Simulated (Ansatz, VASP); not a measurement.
# CuN3: VASP beside Ansatz

Wanted: the spread between two codes on one cell, functional and k mesh. The cell is generated by rule, not measured, and may not be a known phase. The cell is taken from a series of runs on this material, whose earlier steps may have relaxed, scaled, displaced or heated it; both programs get it as it stands.

Main program and level: Ansatz 0.2.0; plane waves, with VASP 6.6.1 beside it; zone-centre phonons at LDA.

The structure was built from a prototype and need not be the compound's stable phase.

## (1) Starting point

Symmetry: Im-3m, No. 229, cubic system. Conventional cell: a = 3.898 Å, b = 3.898 Å, c = 3.898 Å, α = 90.00°, β = 90.00°, γ = 90.00°. Nearest to N lie 2 Cu at 1.95 Å and 4 N at 1.95 Å. Nearest to Cu lie 6 N at 1.95 Å. Farther neighbours and most contacts between anions are not listed.

## (2) VASP: zone-centre phonons, LDA

Second derivatives magnify differences that forces hide, and they need a tight electronic threshold.

Lines of VASP's logs that name or quote its potential files are left out, and so is its time.

The input, INCAR:

```
SYSTEM = CuN3
PREC = Accurate
ENCUT = 600
EDIFF = 1E-08
NELM = 120
ISMEAR = 1
SIGMA = 0.2
LREAL = .FALSE.
ALGO = Normal
GGA = CA
NBANDS = 19
LASPH = .TRUE.
LORBIT = 11
LWAVE = .FALSE.
LCHARG = .FALSE.
ISIF = 2
IBRION = 8
GGA_COMPAT = .FALSE.
KPAR = 2
```

The input, POSCAR:

```
CuN3
1.0
   -1.9490171051      1.9490171051      1.9490171051
    1.9490171051     -1.9490171051      1.9490171051
    1.9490171051      1.9490171051     -1.9490171051
N Cu
3 1
Direct
    0.0000000000      0.5000000000      0.5000000000
    0.5000000000      0.0000000000      0.5000000000
    0.5000000000      0.5000000000      0.0000000000
    0.0000000000      0.0000000000      0.0000000000
```

The input, KPOINTS:

```
Automatic mesh
0
Gamma
16 16 16
0 0 0
```

PAW data sets: N and Cu (LDA family, release 64).

Launch:

```
> mpirun -np 2 vasp_std
```

Numbers of over 12 decimals in the logs are rounded to 6 here.

The program printed:

```text
[banner, memory and clock lines left out]
running    2 mpi-ranks, on    1 nodes
 distrk:  each k-point on    1 cores,    2 groups
 distr:  one band on    1 cores,    1 groups

 POSCAR found type information on POSCAR N Cu
 POSCAR found :  2 types and       4 ions
 LDA part: xc-table for (Slater(with rela. corr.)+CA(PZ))
 , standard interpolation
 POSCAR, INCAR and KPOINTS ok, starting setup
 FFT: planning ... GRIDC
 FFT: planning ... GRID_SOFT
 FFT: planning ... GRID
 WAVECAR not read
 entering main loop
       N       E                     dE             d eps       ncg     rms          rms(c)
DAV:   1     0.196573933868E+03    0.19657E+03   -0.14920E+04  5947   0.223E+03
DAV:   2    -0.110967194570E+02   -0.20767E+03   -0.19753E+03  6229   0.413E+02
DAV:   3    -0.301609635975E+02   -0.19064E+02   -0.17818E+02  6798   0.121E+02
DAV:   4    -0.308736960768E+02   -0.71273E+00   -0.70428E+00  7365   0.228E+01
DAV:   5    -0.308832507642E+02   -0.95547E-02   -0.95453E-02  6830   0.235E+00    0.284E+01
DAV:   6    -0.490870450360E+02   -0.18204E+02   -0.54067E+02  6340   0.440E+02    0.245E+01
DAV:   7    -0.273020357299E+02    0.21785E+02   -0.35164E+01  6793   0.193E+02    0.120E+01
DAV:   8    -0.240458195244E+02    0.32562E+01   -0.13106E+01  7014   0.134E+02    0.233E+00
DAV:   9    -0.247485928218E+02   -0.70277E+00   -0.56434E+00  7651   0.736E+01    0.607E+00
DAV:  10    -0.241331519045E+02    0.61544E+00   -0.30352E+00  6506   0.700E+01    0.147E+00
DAV:  11    -0.241159409607E+02    0.17211E-01   -0.35241E-01  8038   0.163E+01    0.567E-01
DAV:  12    -0.241143824887E+02    0.15585E-02   -0.26912E-02  7884   0.223E+00    0.334E-01
DAV:  13    -0.241138046724E+02    0.57782E-03   -0.49015E-04  8467   0.546E-01    0.262E-01
DAV:  14    -0.241128466517E+02    0.95802E-03   -0.45829E-03  6782   0.235E+00    0.296E-02
DAV:  15    -0.241128630083E+02   -0.16357E-04   -0.32747E-04  6450   0.156E-01    0.325E-02
DAV:  16    -0.241128526703E+02    0.10338E-04   -0.88468E-06  8532   0.712E-02    0.220E-02
DAV:  17    -0.241128445370E+02    0.81332E-05   -0.25621E-05  8452   0.137E-01    0.364E-03
DAV:  18    -0.241128445878E+02   -0.50763E-07   -0.25491E-06  6202   0.148E-02    0.162E-03
DAV:  19    -0.241128447015E+02   -0.11372E-06   -0.93138E-07  8461   0.252E-02    0.322E-03
DAV:  20    -0.241128445701E+02    0.13147E-06   -0.27456E-07  8455   0.159E-02    0.117E-03
DAV:  21    -0.241128445505E+02    0.19603E-07   -0.74035E-08  6873   0.813E-03    0.299E-04
DAV:  22    -0.241128445478E+02    0.26525E-08   -0.57975E-09  3715   0.127E-03
   1 F= -.24112845E+02 E0= -.24113639E+02  d E =0.238309E-02
 Linear response reoptimize wavefunctions to high precision
DAV:   1    -0.241128445475E+02    0.32924E-09   -0.29475E-09  4101   0.101E-03
DAV:   2    -0.241128445476E+02   -0.98680E-10   -0.82165E-10  3553   0.321E-04
 Linear response DOF=           3
 Linear response progress:
  Degree of freedom:   1/  3
       N       E                     dE             d eps       ncg     rms          rms(c)
RMM:   1    -0.240634896487E+00   -0.24063E+00    0.41508E-03 26413   0.461E+00
RMM:   2    -0.221917608886E+00    0.18717E-01   -0.18837E-02 19294   0.172E+00    0.172E-01
RMM:   3    -0.222880711353E+00   -0.96310E-03   -0.47967E-03 22186   0.490E-01    0.891E-02
RMM:   4    -0.223262582790E+00   -0.38187E-03   -0.22581E-04 21764   0.130E-01    0.196E-02
RMM:   5    -0.223382677551E+00   -0.12009E-03   -0.28021E-05 22648   0.385E-02    0.430E-03
RMM:   6    -0.223363695525E+00    0.18982E-04   -0.21526E-06 20842   0.130E-02    0.216E-03
RMM:   7    -0.223363670143E+00    0.25382E-07   -0.45908E-07 20003   0.708E-03    0.651E-04
RMM:   8    -0.223371517264E+00   -0.78471E-05   -0.18813E-07 22171   0.292E-03    0.227E-04
RMM:   9    -0.223373879053E+00   -0.23618E-05   -0.79289E-09 22367   0.857E-04    0.141E-04
RMM:  10    -0.223373548428E+00    0.33063E-06   -0.14732E-09 23171   0.281E-04    0.885E-05
RMM:  11    -0.223372876742E+00    0.67169E-06    0.77231E-09 22923   0.214E-04    0.197E-05
RMM:  12    -0.223372855174E+00    0.21568E-07    0.40152E-09 23067   0.150E-04    0.342E-06
RMM:  13    -0.223372854542E+00    0.63235E-09    0.52489E-09 24302   0.118E-04    0.661E-07
 first order change of Fermi-energy   0.21360E-03
 force on displaced ion       1 direction 1 : -18.382   0.000   0.000
 Linear response progress:
  Degree of freedom:   2/  3
       N       E                     dE             d eps       ncg     rms          rms(c)
RMM:   1    -0.218843312643E+00   -0.21884E+00    0.61228E-02 53557   0.309E+00
RMM:   2    -0.216147414300E+00    0.26959E-02   -0.79156E-03 34366   0.102E+00    0.289E-01
RMM:   3    -0.215312708137E+00    0.83471E-03   -0.18262E-03 38608   0.329E-01    0.129E-01
RMM:   4    -0.215365471923E+00   -0.52764E-04   -0.16264E-04 39571   0.109E-01    0.271E-02
RMM:   5    -0.215516321623E+00   -0.15085E-03   -0.23901E-05 37875   0.312E-02    0.165E-02
RMM:   6    -0.215634631741E+00   -0.11831E-03    0.19713E-06 36319   0.190E-02    0.240E-03
RMM:   7    -0.215622758348E+00    0.11873E-04   -0.64130E-08 34929   0.108E-02    0.227E-03
RMM:   8    -0.215615754931E+00    0.70034E-05    0.14938E-07 34854   0.641E-03    0.792E-04
RMM:   9    -0.215610680620E+00    0.50743E-05   -0.36449E-07 40780   0.268E-03    0.257E-04
RMM:  10    -0.215611857849E+00   -0.11772E-05   -0.10439E-07 40072   0.675E-04    0.113E-04
RMM:  11    -0.215611642813E+00    0.21504E-06   -0.67337E-08 41867   0.259E-04    0.452E-05
RMM:  12    -0.215611207260E+00    0.43555E-06    0.27158E-09 38293   0.182E-04    0.112E-05
RMM:  13    -0.215611315909E+00   -0.10865E-06   -0.87057E-09 43013   0.133E-04    0.782E-06
RMM:  14    -0.215611299320E+00    0.16590E-07   -0.16325E-08 42515   0.116E-04    0.989E-07
RMM:  15    -0.215611301352E+00   -0.20321E-08   -0.10432E-08 44270   0.109E-04    0.300E-07
 first order change of Fermi-energy   0.28400E-03
 force on displaced ion       1 direction 2 :  -0.000  30.625   0.000
 Linear response progress:
  Degree of freedom:   3/  3
       N       E                     dE             d eps       ncg     rms          rms(c)
RMM:   1    -0.241139464035E+00   -0.24114E+00   -0.21321E-01 17918   0.951E+00
RMM:   2    -0.233859210331E+00    0.72803E-02   -0.24699E-02 18309   0.264E+00    0.198E-01
RMM:   3    -0.235450341681E+00   -0.15911E-02   -0.59486E-03 20796   0.621E-01    0.128E-01
RMM:   4    -0.235728139495E+00   -0.27780E-03   -0.10413E-03 20810   0.270E-01    0.273E-02
RMM:   5    -0.235627004224E+00    0.10114E-03   -0.85106E-05 20667   0.727E-02    0.111E-02
RMM:   6    -0.235626511305E+00    0.49292E-06   -0.82841E-06 19601   0.353E-02    0.889E-03
RMM:   7    -0.235650835054E+00   -0.24324E-04   -0.44059E-06 19182   0.194E-02    0.157E-03
RMM:   8    -0.235650220656E+00    0.61440E-06   -0.17784E-06 22578   0.745E-03    0.804E-04
RMM:   9    -0.235648526241E+00    0.16944E-05   -0.14765E-07 21882   0.190E-03    0.293E-04
RMM:  10    -0.235647148252E+00    0.13780E-05   -0.35097E-08 22156   0.688E-04    0.636E-05
RMM:  11    -0.235646958283E+00    0.18997E-06   -0.16656E-08 22363   0.274E-04    0.263E-05
RMM:  12    -0.235646812805E+00    0.14548E-06   -0.11983E-08 22755   0.155E-04    0.333E-06
RMM:  13    -0.235646830329E+00   -0.17524E-07   -0.73761E-09 23418   0.116E-04    0.152E-06
RMM:  14    -0.235646828675E+00    0.16541E-08   -0.63482E-09 23915   0.106E-04    0.283E-07
 first order change of Fermi-energy  -0.85438E-03
 force on displaced ion       4 direction 1 : -19.169   0.000   0.000
 Linear response finished
```

From OUTCAR (step 2):

```text
ion  position               nearest neighbor table
   1  0.000  0.500  0.500-   4 1.95   4 1.95
   2  0.500  0.000  0.500-   4 1.95   4 1.95
   3  0.500  0.500  0.000-   4 1.95   4 1.95
   4  0.000  0.000  0.000-   1 1.95   2 1.95   3 1.95   1 1.95   2 1.95   3 1.95

  LATTYP: Found a body centered cubic cell.
 ALAT       =     3.8980342102

 Subroutine GETGRP returns: Found 48 space group operations
 (whereof 48 operations were pure point group operations)

The static configuration has the point symmetry O_h .

 Found    145 irreducible k-points:

   k-points           NKPTS =    145   k-points in BZ     NKDIM =    145   number of bands    NBANDS=     19

   dimension x,y,z NGX =    28 NGY =   28 NGZ =   28
   dimension x,y,z NGXF=    56 NGYF=   56 NGZF=   56

   ENCUT  =  600.0 eV  44.10 Ry    6.64 a.u.   6.74  6.74  6.74*2*pi/ulx,y,z

   NELECT =      26.0000    total number of electrons

 k-points in reciprocal lattice and weights: Automatic mesh
   0.00000000  0.00000000  0.00000000       0.000
   0.06250000  0.00000000  0.00000000       0.003
   0.12500000  0.00000000  0.00000000       0.003
   0.18750000  0.00000000  0.00000000       0.003
   0.25000000  0.00000000  0.00000000       0.003
   0.31250000  0.00000000  0.00000000       0.003
   0.37500000  0.00000000  0.00000000       0.003
   0.43750000  0.00000000  0.00000000       0.003
   0.50000000  0.00000000  0.00000000       0.001
[...]
0.50000000  0.50000000  0.43750000       0.003
   0.50000000  0.50000000  0.50000000       0.000

 average (electrostatic) potential at core
       1 -61.9625       2 -61.9625       3 -61.9625       4 -65.4362

  Total        0.1329088      0.1329088      0.1329088      0.0000000      0.0000000      0.0000000
  in kB        7.1904712      7.1904712      7.1904712      0.0000000      0.0000000      0.0000000
  external PRESSURE =       7.1904712 kB  Pullay stress =       0.0000000 kB

  energy-cutoff  :      600.00
  volume of cell :       29.61
      direct lattice vectors                 reciprocal lattice vectors
    -1.949017105  1.949017105  1.949017105     0.000000000  0.256539565  0.256539565
     1.949017105 -1.949017105  1.949017105     0.256539565  0.000000000  0.256539565
     1.949017105  1.949017105 -1.949017105     0.256539565  0.256539565  0.000000000

 POSITION                                       TOTAL-FORCE (eV/Angst)
 -----------------------------------------------------------------------------------
      1.94902      0.00000      0.00000        -0.000000      0.000000     -0.000000
      0.00000      1.94902      0.00000        -0.000000      0.000000      0.000000
      0.00000      0.00000      1.94902        -0.000000     -0.000000     -0.000000
      0.00000      0.00000      0.00000         0.000000     -0.000000      0.000000
 -----------------------------------------------------------------------------------
    total drift:                                0.000000      0.000000     -0.000000

 Eigenvectors and eigenvalues of the dynamical matrix
 ----------------------------------------------------

   1 f  =   19.249046 THz   120.945322 2PiTHz  642.079056 cm-1    79.607621 meV
             X         Y         Z           dx          dy          dz
      1.949017  0.000000  0.000000    -0.912228   -0.033537    0.000000
      0.000000  1.949017  0.000000     0.168416    0.181654    0.000000
      0.000000  0.000000  1.949017     0.168416   -0.033537    0.000000
      0.000000  0.000000  0.000000     0.270131   -0.053792    0.000000

   2 f  =   19.249046 THz   120.945322 2PiTHz  642.079056 cm-1    79.607621 meV
             X         Y         Z           dx          dy          dz
      1.949017  0.000000  0.000000     0.181654   -0.168416   -0.000000
      0.000000  1.949017  0.000000    -0.033537    0.912228    0.000000
      0.000000  0.000000  1.949017    -0.033537   -0.168416    0.000000
      0.000000  0.000000  0.000000    -0.053792   -0.270131   -0.000000

   3 f  =   19.249046 THz   120.945322 2PiTHz  642.079056 cm-1    79.607621 meV
             X         Y         Z           dx          dy          dz
      1.949017  0.000000  0.000000    -0.000000    0.000000   -0.171722
      0.000000  1.949017  0.000000     0.000000   -0.000000   -0.171722
      0.000000  0.000000  1.949017    -0.000000    0.000000    0.930139
      0.000000  0.000000  0.000000    -0.000000   -0.000000   -0.275435

   4 f  =   11.895657 THz    74.742618 2PiTHz  396.796412 cm-1    49.196463 meV
             X         Y         Z           dx          dy          dz
      1.949017  0.000000  0.000000     0.038986    0.315324   -0.023037
      0.000000  1.949017  0.000000     0.487635    0.025210   -0.023037
      0.000000  0.000000  1.949017     0.487635    0.315324   -0.001842
      0.000000  0.000000  0.000000    -0.476386   -0.308050    0.022505

   5 f  =   11.895657 THz    74.742618 2PiTHz  396.796412 cm-1    49.196463 meV
             X         Y         Z           dx          dy          dz
      1.949017  0.000000  0.000000    -0.000975   -0.023546   -0.580556
      0.000000  1.949017  0.000000    -0.012201   -0.001882   -0.580556
      0.000000  0.000000  1.949017    -0.012201   -0.023546   -0.046415
      0.000000  0.000000  0.000000     0.011919    0.023003    0.567163

   6 f  =   11.895657 THz    74.742618 2PiTHz  396.796412 cm-1    49.196463 meV
             X         Y         Z           dx          dy          dz
      1.949017  0.000000  0.000000     0.025258   -0.487611    0.013137
      0.000000  1.949017  0.000000     0.315929   -0.038984    0.013137
      0.000000  0.000000  1.949017     0.315929   -0.487611    0.001050
      0.000000  0.000000  0.000000    -0.308641    0.476362   -0.012834

   7 f/i=    0.003394 THz     0.021327 2PiTHz    0.113221 cm-1     0.014038 meV
             X         Y         Z           dx          dy          dz
      1.949017  0.000000  0.000000     0.352832    0.090401    0.005032
      0.000000  1.949017  0.000000     0.352939    0.090373    0.005032
      0.000000  0.000000  1.949017     0.352939    0.090401    0.005030
      0.000000  0.000000  0.000000     0.751420    0.192467    0.010713

   8 f/i=    0.003394 THz     0.021327 2PiTHz    0.113221 cm-1     0.014038 meV
             X         Y         Z           dx          dy          dz
      1.949017  0.000000  0.000000    -0.085143    0.338357   -0.104995
      0.000000  1.949017  0.000000    -0.085169    0.338255   -0.104995
      0.000000  0.000000  1.949017    -0.085169    0.338357   -0.104963
      0.000000  0.000000  0.000000    -0.181328    0.720376   -0.223538

   9 f/i=    0.003394 THz     0.021327 2PiTHz    0.113221 cm-1     0.014038 meV
             X         Y         Z           dx          dy          dz
      1.949017  0.000000  0.000000     0.030713   -0.100526   -0.348875
      0.000000  1.949017  0.000000     0.030722   -0.100495   -0.348875
      0.000000  0.000000  1.949017     0.030722   -0.100526   -0.348770
      0.000000  0.000000  0.000000     0.065409   -0.214023   -0.742770

  10 f/i=   34.447220 THz   216.438265 2PiTHz 1149.035571 cm-1   142.462190 meV
             X         Y         Z           dx          dy          dz
      1.949017  0.000000  0.000000    -0.000000   -0.420575    0.568143
      0.000000  1.949017  0.000000     0.018179    0.000000   -0.568143
      0.000000  0.000000  1.949017    -0.018179    0.420575   -0.000000
      0.000000  0.000000  0.000000    -0.000000   -0.000000    0.000000

  11 f/i=   34.447220 THz   216.438265 2PiTHz 1149.035571 cm-1   142.462190 meV
             X         Y         Z           dx          dy          dz
      1.949017  0.000000  0.000000     0.000000    0.028440   -0.001554
      0.000000  1.949017  0.000000     0.706533   -0.000000    0.001554
      0.000000  0.000000  1.949017    -0.706533   -0.028440   -0.000000
      0.000000  0.000000  0.000000     0.000000   -0.000000    0.000000

  12 f/i=   34.447220 THz   216.438265 2PiTHz 1149.035571 cm-1   142.462190 meV
             X         Y         Z           dx          dy          dz
      1.949017  0.000000  0.000000    -0.000000    0.567721    0.420965
      0.000000  1.949017  0.000000    -0.021926   -0.000000   -0.420965
      0.000000  0.000000  1.949017     0.021926   -0.567721   -0.000000
      0.000000  0.000000  0.000000    -0.000000    0.000000    0.000000

 ELASTIC MODULI CONTR FROM IONIC RELAXATION (kBar)
 Direction    XX          YY          ZZ          XY          YZ          ZX
 --------------------------------------------------------------------------------
 XX           0.0000      0.0000      0.0000      0.0000      0.0000      0.0000
 YY           0.0000      0.0000      0.0000      0.0000      0.0000      0.0000
 ZZ           0.0000      0.0000      0.0000      0.0000      0.0000      0.0000
 XY           0.0000      0.0000      0.0000      0.0000      0.0000      0.0000
 YZ           0.0000      0.0000      0.0000      0.0000      0.0000      0.0000
 ZX           0.0000      0.0000      0.0000      0.0000      0.0000      0.0000
 --------------------------------------------------------------------------------
```

This run has no spin polarisation, so a moment on Cu, if there is one, isn't seen.

(Part 1 of 2 ends here.)

[Lines on the potential files, build, host, timing and source positions are cut from VASP's logs without a mark.]

[Logs are printed without paths, hosts, clocks, repeated set-up lines and the standing remarks that a program may print on its own settings, such as how far it seeks lower states.]

[Hosts, paths, dates, database ids (printed as entryN), source tags and the programs' standing remarks are cut or masked in the printed files.]
